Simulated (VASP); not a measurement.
All values below come from PBE GGA, VASP's PBE PAW potentials (set 64) (plane waves; VASP 6.6.1).

VASP input:

**POSCAR**
```
KCl
1
    0.0000000000     3.1849420000     3.1849420000
    3.1849420000     0.0000000000     3.1849420000
    3.1849420000     3.1849420000     0.0000000000
K Cl
1 1
Direct
  0.0000000000   0.0000000000   0.0000000000
  0.5000000000   0.5000000000   0.5000000000
```

**INCAR**
```
ALGO=Normal
EDIFF=1E-6
ENCUT=300
GGA=PE
ISIF=2
ISMEAR=-1
LASPH=.True.
LCHARG=.False.
LREAL=.False.
LWAVE=.False.
NELM=100
PREC=Accurate
SIGMA=0.05
SYSTEM=KCl
```

File KPOINTS:
```
Automatic mesh
0
Gamma
7 7 7
0 0 0
```

**KPOINTS_OPT**
```
k-points along high-symmetry lines
10
Line-mode
Reciprocal
  0.000000   0.000000   0.000000 ! GAMMA
  0.500000   0.000000   0.500000 ! X

  0.500000   0.000000   0.500000 ! X
  0.625000   0.250000   0.625000 ! U

  0.375000   0.375000   0.750000 ! K
  0.000000   0.000000   0.000000 ! GAMMA

  0.000000   0.000000   0.000000 ! GAMMA
  0.500000   0.500000   0.500000 ! L

  0.500000   0.500000   0.500000 ! L
  0.500000   0.250000   0.750000 ! W

  0.500000   0.250000   0.750000 ! W
  0.500000   0.000000   0.500000 ! X
```

POTCAR, in this order: K_sv Cl (PBE.64 set). Program: vasp_std.

Question: Predict the energy per atom (σ→0), band gap (over mesh and band path).

Answer: 
```yaml
energy per atom (σ→0): -328.5 kJ/mol of atoms
band gap (over mesh and band path): 5.06 eV
```

### OSZICAR
```
...
DAV:  10    -0.680926130434E+01   -0.71335E-03   -0.68868E-04   560   0.198E-01    0.126E-02
DAV:  11    -0.680927321044E+01   -0.11906E-04   -0.17429E-05   696   0.288E-02    0.582E-03
DAV:  12    -0.680927750565E+01   -0.42952E-05   -0.48742E-06   592   0.158E-02    0.331E-03
DAV:  13    -0.680927766267E+01   -0.15702E-06   -0.55299E-07   472   0.592E-03
   1 F= -.68092777E+01 E0= -.68092777E+01  d E =-.521663E-10
       N       E                     dE             ncg
       N       E                     dE             ncg
       N       E                     dE             ncg
```

The structure is a typed KCl crystal (Fm-3m). The cell was not relaxed at this level.
